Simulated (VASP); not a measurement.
Consider the following.

```
CELL_PARAMETERS angstrom
      0.00000     2.17799     2.17799
      2.17799     0.00000     2.17799
      2.17799     2.17799     0.00000
ATOMIC_POSITIONS crystal
  Ti 0.00000 0.00000 0.00000
  C  0.50000 0.50000 0.50000
```

The numbers are results of PBE GGA, VASP's PBE PAW potentials (set 64) (plane waves; VASP), not measurements. Settings: 400 eV cut-off, 13×13×13 Γ-centred mesh, Gaussian smearing of 0.20 eV, potentials Ti_sv C.

At this cut-off the stress carries a Pulay error, which pulls relaxed volumes low. Energy and stress use the plane-wave basis of the starting cell.

The ions, cell shape and volume are relaxed. Predict the relaxed structure.

```
CELL_PARAMETERS angstrom
      0.00000     2.16296     2.16296
      2.16296     0.00000     2.16296
      2.16296     2.16296     0.00000
ATOMIC_POSITIONS crystal
  Ti 0.00000 0.00000 0.00000
  C  0.50000 0.50000 0.50000
```
Space group Fm-3m (225), at a tolerance of 0.03 Å.

How do energy and volume change from the first to the last step?

The energy (σ→0) changes by -3.6 meV/atom and the volume by -2.1 %, in 3 ionic steps.

| step | E(σ→0) (eV) | max force (eV/Å) | pressure (GPa) | volume (Å³) |
|---|---|---|---|---|
| 1 | -18.7040 | 0.000 | -5.25 | 20.66 |
| 2 | -18.6977 | 0.000 | 7.80 | 19.67 |
| 3 | -18.7111 | 0.000 | -0.03 | 20.24 |

The structure is a typed TiC crystal (Fm-3m). This run relaxes it. Symmetry was kept, so distortions that lower it aren't found. The run is one of a series of settings (EDIFFG = -0.01, IBRION = 2, ISIF = 3, NSW = 50 against the base run), some of them coarse on purpose.
